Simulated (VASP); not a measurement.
OSZICAR of a VASP run on HfC (rock salt):

File OSZICAR:
```
       N       E                     dE             d eps       ncg     rms          rms(c)
DAV:   1     0.241103884579E+02    0.24110E+02   -0.78208E+03  1848   0.121E+03
DAV:   2    -0.214091488785E+02   -0.45520E+02   -0.43062E+02  2377   0.212E+02
DAV:   3    -0.232672886495E+02   -0.18581E+01   -0.18179E+01  2413   0.327E+01
DAV:   4    -0.232844024655E+02   -0.17114E-01   -0.17091E-01  2266   0.332E+00
DAV:   5    -0.232846288551E+02   -0.22639E-03   -0.22637E-03  2448   0.299E-01    0.526E+01
DAV:   6    -0.201896580763E+02    0.30950E+01   -0.20279E+01  2096   0.228E+01    0.383E+01
DAV:   7    -0.201308728622E+02    0.58785E-01   -0.66266E-01  2164   0.618E+00    0.240E+01
DAV:   8    -0.201288388788E+02    0.20340E-02   -0.82428E-02  2089   0.277E+00    0.601E+00
DAV:   9    -0.201208573450E+02    0.79815E-02   -0.39441E-02  2104   0.117E+00    0.175E+00
DAV:  10    -0.201206894173E+02    0.16793E-03   -0.10258E-03  2248   0.283E-01    0.337E-01
DAV:  11    -0.201206832733E+02    0.61440E-05   -0.26045E-04  2158   0.110E-01    0.861E-02
DAV:  12    -0.201206795496E+02    0.37237E-05   -0.13826E-05  2182   0.308E-02    0.761E-02
DAV:  13    -0.201206785763E+02    0.97324E-06   -0.67572E-07  2217   0.878E-03    0.262E-03
DAV:  14    -0.201206785603E+02    0.16001E-07   -0.93722E-09  1167   0.994E-04
   1 F= -.20120679E+02 E0= -.20120562E+02  d E =-.350983E-03
```

### Question
Which electronic solver shows in the log?

### Answer
It is blocked Davidson (ALGO = Normal, or the opening steps of other solvers). The INCAR had ALGO = Normal.

### Question
Can the final energy be trusted as converged?

### Answer
The run converged. It stopped with EDIFF = 1E-7, NELM = 100 (RPBE GGA, plane waves, VASP's PBE PAW potentials (set 64)).

The compound is HfC in the rock salt structure. This cell is one point of a volume scan, at 1.03 of the reference volume.
